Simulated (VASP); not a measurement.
# Ag3SbTe4 (Pm-3m) in VASP: single point with PBE+D4

Aim: the single point of Ag3SbTe4 with PBE+D4.

All numbers are computed with VASP 6.6.1; they aren't measurements. Logs are shortened: lines on timing, memory, paths and dates and some standing lists are left out, and cuts for length are marked.

## Step 1: The structure

It takes space group Pm-3m (No. 221, cubic). The conventional cell has a = 5.985 Å, b = 5.985 Å, c = 5.985 Å, α = 90.00°, β = 90.00°, γ = 90.00°. Around Ag (site symmetry 4/mmm) lie 2 Sb at 2.99 Å and 4 Te at 2.99 Å. Around Sb (site symmetry m-3m) lie 6 Ag at 2.99 Å. Te (site symmetry 4/mmm) is surrounded by 4 Ag at 2.99 Å and 2 Te at 2.99 Å. Around Te (site symmetry m-3m) lie 6 Te at 2.99 Å.

The cell comes from a database or a generator and needn't be the stable form of this composition.

## Step 2: Single point, PBE+D4

INCAR reads:

```
PREC = Accurate ; ENCUT = 520
EDIFF = 1E-6 ; ISMEAR = 1
SIGMA = 0.05 ; LREAL = F
LASPH = T ; NELM = 100
ALGO = Normal ; ISIF = 2
LWAVE = F ; LCHARG = F
GGA = PE ; IVDW = 13
NBANDS = 41
```

KPOINTS reads:

```
regular mesh
0
Gamma
  4 4 4
```

POSCAR reads:

```
Ag3SbTe4
1.0
    5.9854660000      0.0000000000      0.0000000000
    0.0000000000      5.9854660000      0.0000000000
    0.0000000000      0.0000000000      5.9854660000
Ag Sb Te
3 1 4
Direct
    0.0000000000      0.5000000000      0.5000000000
    0.5000000000      0.0000000000      0.5000000000
    0.5000000000      0.5000000000      0.0000000000
    0.5000000000      0.5000000000      0.5000000000
    0.5000000000      0.0000000000      0.0000000000
    0.0000000000      0.5000000000      0.0000000000
    0.0000000000      0.0000000000      0.5000000000
    0.0000000000      0.0000000000      0.0000000000
```

Potentials or basis: VASP PAW PBE potentials, release 64 (Ag, Sb, Te).

Launch:

```sh
$ cat potpaw_PBE.64/Ag/POTCAR potpaw_PBE.64/Sb/POTCAR potpaw_PBE.64/Te/POTCAR > POTCAR
$ mpirun -np 1 vasp_std > vasp.out
```

OUTCAR:

```text
PREC = Accurate
   ENCUT = 520
   EDIFF = 1E-6
   ISMEAR = 1
   LREAL = F
   LASPH = T
   NELM = 100
   ISIF = 2
   GGA = PE
   IVDW = 13

 ion  position               nearest neighbor table
   1  0.000  0.500  0.500-   4 2.99   6 2.99   7 2.99   6 2.99   7 2.99   4 2.99
   2  0.500  0.000  0.500-   4 2.99   5 2.99   7 2.99   5 2.99   4 2.99   7 2.99
   3  0.500  0.500  0.000-   4 2.99   5 2.99   6 2.99   4 2.99   5 2.99   6 2.99
   4  0.500  0.500  0.500-   1 2.99   2 2.99   3 2.99   3 2.99   2 2.99   1 2.99
   5  0.500  0.000  0.000-   2 2.99   3 2.99   8 2.99   2 2.99   3 2.99   8 2.99
   6  0.000  0.500  0.000-   1 2.99   3 2.99   8 2.99   1 2.99   8 2.99   3 2.99
   7  0.000  0.000  0.500-   1 2.99   2 2.99   8 2.99   8 2.99   1 2.99   2 2.99
   8  0.000  0.000  0.000-   5 2.99   6 2.99   7 2.99   7 2.99   6 2.99   5 2.99

  LATTYP: Found a simple cubic cell.
 ALAT       =     5.9854660000

  Lattice vectors:

 A1 = (   5.9854660000,   0.0000000000,   0.0000000000)
 A2 = (   0.0000000000,   5.9854660000,   0.0000000000)
 A3 = (   0.0000000000,   0.0000000000,   5.9854660000)

Analysis of symmetry for initial positions (statically):
=====================================================================
 Subroutine PRICEL returns:
 Original cell was already a primitive cell.

 Routine SETGRP: Setting up the symmetry group for a
 simple cubic supercell.

 Subroutine GETGRP returns: Found 48 space group operations
 (whereof 48 operations were pure point group operations)
 out of a pool of 48 trial point group operations.

The static configuration has the point symmetry O_h .

Analysis of symmetry for dynamics (positions and initial velocities):
=====================================================================
 Subroutine PRICEL returns:
 Original cell was already a primitive cell.

 Routine SETGRP: Setting up the symmetry group for a
 simple cubic supercell.

 Subroutine GETGRP returns: Found 48 space group operations
 (whereof 48 operations were pure point group operations)
 out of a pool of 48 trial point group operations.

The dynamic configuration has the point symmetry O_h .

 Subroutine INISYM returns: Found 48 space group operations
 (whereof 48 operations are pure point group operations),
 and found     1 'primitive' translations

----------------------------------------------------------------------------------------

                                     Primitive cell

  volume of cell :     214.4341

  direct lattice vectors                    reciprocal lattice vectors
     5.985466000  0.000000000  0.000000000     0.167071369  0.000000000  0.000000000
     0.000000000  5.985466000  0.000000000     0.000000000  0.167071369  0.000000000
     0.000000000  0.000000000  5.985466000     0.000000000  0.000000000  0.167071369

  length of vectors
     5.985466000  5.985466000  5.985466000     0.167071369  0.167071369  0.167071369

  position of ions in fractional coordinates (direct lattice)
     0.000000000  0.500000000  0.500000000
     0.500000000  0.000000000  0.500000000
     0.500000000  0.500000000  0.000000000
     0.500000000  0.500000000  0.500000000
     0.500000000  0.000000000  0.000000000
     0.000000000  0.500000000  0.000000000
     0.000000000  0.000000000  0.500000000
     0.000000000  0.000000000  0.000000000

  ion indices of the primitive-cell ions
   primitive index   ion index
                 1           1
                 2           2
                 3           3
                 4           4
                 5           5
                 6           6
                 7           7
                 8           8

----------------------------------------------------------------------------------------

 KPOINTS: regular mesh

Automatic generation of k-mesh.
 Grid dimensions read from file:
 generate k-points for:    4    4    4

 Generating k-lattice:

  Cartesian coordinates                     Fractional coordinates (reciprocal lattice)
     0.041767842  0.000000000  0.000000000     0.250000000  0.000000000  0.000000000
     0.000000000  0.041767842  0.000000000     0.000000000  0.250000000  0.000000000
     0.000000000  0.000000000  0.041767842     0.000000000  0.000000000  0.250000000

  Length of vectors
     0.041767842  0.041767842  0.041767842

  Shift w.r.t. Gamma in fractional coordinates (k-lattice)
     0.000000000  0.000000000  0.000000000

 Subroutine IBZKPT returns following result:
 ===========================================

 Found     10 irreducible k-points:

 Following reciprocal coordinates:
            Coordinates               Weight
  0.000000  0.000000  0.000000      1.000000
  0.250000  0.000000  0.000000      6.000000
  0.500000  0.000000  0.000000      3.000000
  0.250000  0.250000  0.000000     12.000000
  0.500000  0.250000  0.000000     12.000000
  0.500000  0.500000  0.000000      3.000000
  0.250000  0.250000  0.250000      8.000000
  0.500000  0.250000  0.250000     12.000000
  0.500000  0.500000  0.250000      6.000000
  0.500000  0.500000  0.500000      1.000000
   k-points           NKPTS =     10   k-points in BZ     NKDIM =     10   number of bands    NBANDS=     41
   number of dos      NEDOS =    301   number of ions     NIONS =      8
   total plane-waves  NPLWV = 110592
   dimension x,y,z NGX =    48 NGY =   48 NGZ =   48
   dimension x,y,z NGXF=    96 NGYF=   96 NGZF=   96
   ions per type =               3   1   4
   NGX,Y,Z   is equivalent  to a cutoff of  13.33, 13.33, 13.33 a.u.
   NGXF,Y,Z  is equivalent  to a cutoff of  26.66, 26.66, 26.66 a.u.
 SYSTEM =  unknown system
   PREC   = accura    normal or accurate (medium, high low for compatibility)
   ISTART =      0    job   : 0-new  1-cont  2-samecut
   ICHARG =      2    charge: 1-file 2-atom 10-const
   ISPIN  =      1    spin polarized calculation?
   LNONCOLLINEAR =      F non collinear calculations
   LSORBIT =      F    spin-orbit coupling
   LASPH  =      T    aspherical Exc in radial PAW
   ENCUT  =  520.0 eV  38.22 Ry    6.18 a.u.  11.13 11.13 11.13*2*pi/ulx,y,z
   NELM   =    100;   NELMIN=  2; NELMDL= -5     # of ELM steps
   EDIFF  = 0.1E-05   stopping-criterion for ELM
   LREAL  =      F    real-space projection
   EDIFFG = 0.1E-04   stopping-criterion for IOM
   NSW    =      0    number of steps for IOM
   IBRION =     -1    ionic relax: 0-MD 1-quasi-New 2-CG
   NFREE  =      0    steps in history (QN), initial steepest desc. (CG)
   ISIF   =      2    stress and relaxation
   ISYM   =      2    0-nonsym 1-usesym 2-fastsym
   POTIM  = 0.5000    time-step for ionic-motion
   TEBEG  =    0.0;   TEEND  =   0.0 temperature during run
   PSTRESS=    0.0 pullay stress
   NELECT =      62.0000    total number of electrons
   NUPDOWN=      -1.0000    fix difference up-down
   EMIN   =  10.00;   EMAX   =-10.00  energy-range for DOS
   EFERMI =   0.00;   METHOD = LEGACY
   ISMEAR =     1;   SIGMA  =   0.05  broadening in eV -4-tet -1-fermi 0-gaus
   EFERMI_NEDOS =   21; number of points for ismear=-14 and -15
   IALGO  =     38    algorithm
   IMIX   =      4    mixing-type and parameters
     AMIX     =   0.40;   BMIX     =  1.00
     AMIX_MAG =   1.60;   BMIX_MAG =  1.00
  volume/ion in A,a.u.               =      26.80       180.88
  Fermi-wavevector in a.u.,A,eV,Ry     =   1.082532  2.045689 15.944336  1.171876
  Thomas-Fermi vector in A             =   2.218576
   LORBIT       =      0    0 simple, 1 ext, 2 COOP (PROOUT), +10 PAW based schemes
   GGA     = PE    functional components
   LHFCALC =     F    Hartree Fock is set to
   AEXX    =    0.0000 exact exchange contribution
   IVDW    =    13    specifies the selected vdW correction
   LEPSILON=     F    determine dielectric tensor
   LRPA    =     F    only Hartree local field effects (RPA)
 non-spin polarized calculation
 Methfessel and Paxton  Order N= 1 SIGMA  =   0.05
  energy-cutoff  :      520.00
  volume of cell :      214.43
 maximum number of plane-waves:      5832
 NGX is ok and might be reduce to    48
   NGX = 23   NGY = 23   NGZ = 23

 number of electron      62.0000008 magnetization

 Free energy of the ion-electron system (eV)
  ---------------------------------------------------
  ext. energy  EPLUGINS =         0.00000000
  ---------------------------------------------------
  free energy    TOTEN  =       -24.58499334 eV

  energy without entropy =      -24.58499282  energy(sigma->0) =      -24.58499317

 E-fermi :   6.8332     XC(G=0): -10.0065

 val. band max:        6.8327505187   @ k =   0.5000   0.5000   0.2500
 cond. band min:       6.8737031828   @ k =   0.0000   0.0000   0.0000
 fundamental gap:      0.0409526641
 Fermi energy:         6.8331508140

 k-point     1 :       0.0000    0.0000    0.0000
  band No.  band energies     occupation
      1      -6.8001      2.00000
      2      -4.3336      2.00000
      3      -4.3336      2.00000
      4      -2.9138      2.00000
      5      -2.0408      2.00000
      6       0.9537      2.00000
[... 33 lines left out ...]
     40      10.4544      0.00000
     41      10.4544      0.00000

 k-point     2 :       0.2500    0.0000    0.0000
  band No.  band energies     occupation
      1      -6.6593      2.00000
      2      -4.5606      2.00000
      3      -4.2871      2.00000
      4      -3.0032      2.00000
      5      -2.1845      2.00000
      6       0.9809      2.00000
[... 33 lines left out ...]
     40      11.2194      0.00000
     41      11.2194      0.00000

 k-point     3 :       0.5000    0.0000    0.0000
  band No.  band energies     occupation
      1      -6.4749      2.00000
      2      -4.8745      2.00000
      3      -4.2386      2.00000
      4      -2.9711      2.00000
      5      -2.3160      2.00000
      6       1.0081      2.00000
[... 259 lines left out ...]
      2      -4.7073      2.00000
      3      -4.7073      2.00000
      4      -4.0015      2.00000
      5      -2.1390      2.00000
      6       1.4620      2.00000
[... 33 lines left out ...]
     40      11.3991      0.00000
     41      11.4401      0.00000

 k-point    10 :       0.5000    0.5000    0.5000
  band No.  band energies     occupation
      1      -5.5238      2.00000
      2      -4.6566      2.00000
      3      -4.6566      2.00000
      4      -4.6566      2.00000
      5      -2.0150      2.00000
      6       1.2318      2.00000
[... 33 lines left out ...]
     40      11.3468      0.00000
     41      11.3468      0.00000

------------------------ aborting loop because EDIFF is reached ----------------------------------------

  DFT-D4 for vdW energy calculation

  Edisp (eV):   -4.07696

  FORCE on cell =-STRESS in cart. coord.  units (eV):
  Direction    XX          YY          ZZ          XY          YZ          ZX
  --------------------------------------------------------------------------------------
  -------------------------------------------------------------------------------------
  Total      -3.98631    -3.98631    -3.98631     0.00000     0.00000    -0.00000
  in kB     -29.78433   -29.78433   -29.78433     0.00000     0.00000    -0.00000
  external pressure =      -29.78 kB  Pullay stress =        0.00 kB

 VOLUME and BASIS-vectors are now :
 -----------------------------------------------------------------------------
  energy-cutoff  :      520.00
  volume of cell :      214.43
      direct lattice vectors                 reciprocal lattice vectors
     5.985466000  0.000000000  0.000000000     0.167071369  0.000000000  0.000000000
     0.000000000  5.985466000  0.000000000     0.000000000  0.167071369  0.000000000
     0.000000000  0.000000000  5.985466000     0.000000000  0.000000000  0.167071369

 POSITION                                       TOTAL-FORCE (eV/Angst)
 -----------------------------------------------------------------------------------
      0.00000      2.99273      2.99273         0.000000      0.000000      0.000000
      2.99273      0.00000      2.99273         0.000000      0.000000      0.000000
      2.99273      2.99273      0.00000         0.000000      0.000000      0.000000
      2.99273      2.99273      2.99273         0.000000      0.000000      0.000000
      2.99273      0.00000      0.00000         0.000000      0.000000      0.000000
      0.00000      2.99273      0.00000         0.000000      0.000000      0.000000
      0.00000      0.00000      2.99273         0.000000      0.000000      0.000000
      0.00000      0.00000      0.00000         0.000000      0.000000      0.000000
 -----------------------------------------------------------------------------------
    total drift:                                0.000000      0.000000     -0.000000

  FREE ENERGIE OF THE ION-ELECTRON SYSTEM (eV)
  ---------------------------------------------------
  free  energy   TOTEN  =       -28.6619537641 eV

  energy  without entropy=      -28.6619532463  energy(sigma->0) =      -28.66195359
```

Wall time 93 s (1 thread of AMD EPYC 7R13 (Zen 3), shared host); peak memory 0.33 GiB.

Results:

| Item | Value |
| --- | --- |
| Free energy | -28.6620 eV |
| Pressure | -3.0 GPa |
| Band gap on the k mesh | none (metal or under the smearing width) |
| Dispersion energy per atom | -0.510 eV |

Levels at points of the mesh, in eV from the Fermi level:
| k point | band 28 | band 29 | band 30 | band 31 | band 32 | band 33 | band 34 | band 35 |
| --- | --- | --- | --- | --- | --- | --- | --- | --- |
| (0.00, 0.00, 0.00) | -2.39 | -2.39 | -0.24 | -0.24 | -0.24 | 0.04 | 0.04 | 1.70 |
| (0.50, 0.00, 0.00) | -2.06 | -2.01 | -1.41 | -1.16 | -0.70 | -0.70 | 3.36 | 3.40 |
| (0.50, 0.50, 0.00) | -1.78 | -1.78 | -1.25 | -0.95 | 0.20 | 1.12 | 1.12 | 3.55 |
| (0.50, 0.50, 0.50) | -1.68 | -0.24 | 0.40 | 0.40 | 0.40 | 1.21 | 1.21 | 1.21 |

Caveat: pairwise dispersion overbinds metals, which lowers pressure and volume.
